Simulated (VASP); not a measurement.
Method: r2SCAN meta-GGA, VASP's PBE PAW potentials (set 64) (plane waves; VASP).

VASP ran on this input.

### INCAR
```
ALGO = Normal
EDIFF = 1E-7
ENCUT = 400
ISIF = 2
ISMEAR = -5
LASPH = .True.
LCHARG = .False.
LMAXMIX = 4
LMIXTAU = .True.
LORBIT = 11
LREAL = .False.
LWAVE = .False.
METAGGA = R2SCAN
NEDOS = 601
NELM = 100
PREC = Accurate
SYSTEM = Sn
```

### KPOINTS
```
Automatic mesh
0
Gamma
14 14 8
0 0 0
```

### KPOINTS_OPT
```
k-points along high-symmetry lines
6
Line-mode
Reciprocal
  0.000000   0.000000   0.000000 ! GAMMA
  0.500000   0.000000   0.000000 ! M

  0.500000   0.000000   0.000000 ! M
  0.333333   0.333333   0.000000 ! K

  0.333333   0.333333   0.000000 ! K
  0.000000   0.000000   0.000000 ! GAMMA

  0.000000   0.000000   0.000000 ! GAMMA
  0.000000   0.000000   0.500000 ! A

  0.000000   0.000000   0.500000 ! A
  0.500000   0.000000   0.500000 ! L

  0.500000   0.000000   0.500000 ! L
  0.333333   0.333333   0.500000 ! H

  0.333333   0.333333   0.500000 ! H
  0.000000   0.000000   0.500000 ! A

  0.500000   0.000000   0.500000 ! L
  0.500000   0.000000   0.000000 ! M

  0.333333   0.333333   0.500000 ! H
  0.333333   0.333333   0.000000 ! K
```

POSCAR:
```
Sn
1
    3.3337696290    -0.0000000000     0.0000000000
   -1.6668848145     2.8871293230    -0.0000000000
    0.0000000000     0.0000000000     5.6004543634
Sn
2
Direct
  0.3333330000   0.6666670000   0.2500000000
  0.6666670000   0.3333330000   0.7500000000
```

POTCAR, in this order: Sn_d (PBE.64 set). Program: vasp_std.

Unless said otherwise, spin-orbit coupling is left out, though it shifts the bands of the heavy elements here.

Task: Predict the energy per atom (σ→0), band gap (over mesh and band path).

Result: 
| Item | Value |
|---|---|
| energy per atom (σ→0) | -24.510 eV/atom |
| band gap (over mesh and band path) | none (metal, semimetal or under 0.01 eV) |

### OSZICAR
```
...
DAV:  18    -0.490198951249E+02   -0.39727E-04   -0.13173E-05  4342   0.299E-02    0.615E-04
DAV:  19    -0.490198954315E+02   -0.30665E-06   -0.40821E-07  3898   0.440E-03    0.393E-04
DAV:  20    -0.490198952449E+02    0.18659E-06   -0.15895E-07  3386   0.352E-03    0.208E-04
DAV:  21    -0.490198955276E+02   -0.28267E-06   -0.13269E-07  3356   0.270E-03    0.986E-05
DAV:  22    -0.490198958542E+02   -0.32662E-06   -0.28706E-08  2186   0.142E-03    0.130E-04
DAV:  23    -0.490198957719E+02    0.82332E-07   -0.23816E-09  2190   0.643E-04
   1 F= -.49019896E+02 E0= -.49019896E+02  d E =0.000000E+00
       N       E                     dE             ncg
```

The structure was generated: Sn was put into the hcp type (P6_3/mmc), which need not be its known phase. It was relaxed first.
